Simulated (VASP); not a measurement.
Energy against volume of Ir (fcc). All values below come from revTPSS meta-GGA, VASP's PBE PAW potentials (set 64) (plane waves; VASP). Run with 520 eV cut-off, 16×16×16 Γ-centred mesh, first-order Methfessel-Paxton smearing of 0.10 eV, potentials Ir.

| V (Å³/atom) | E (eV/atom) |
|---|---|
| 13.636 | 31.14045 |
| 14.058 | 31.12264 |
| 14.479 | 31.13594 |
| 14.901 | 31.17512 |

### Question
Fit these four points and predict the energy of the run at 13.214 Å³/atom.

### Answer
A cubic in V^(−2/3), the third-order Birch-Murnaghan form, passes through the four points with V0 = 14.08 Å³/atom and B0 = 391 GPa, and gives 31.1958 eV/atom there. The run gave 31.1956 eV/atom, -0.2 meV/atom from the fit; all five points give B0 = 390 GPa.

The compound is Ir in the fcc structure. It was relaxed first.
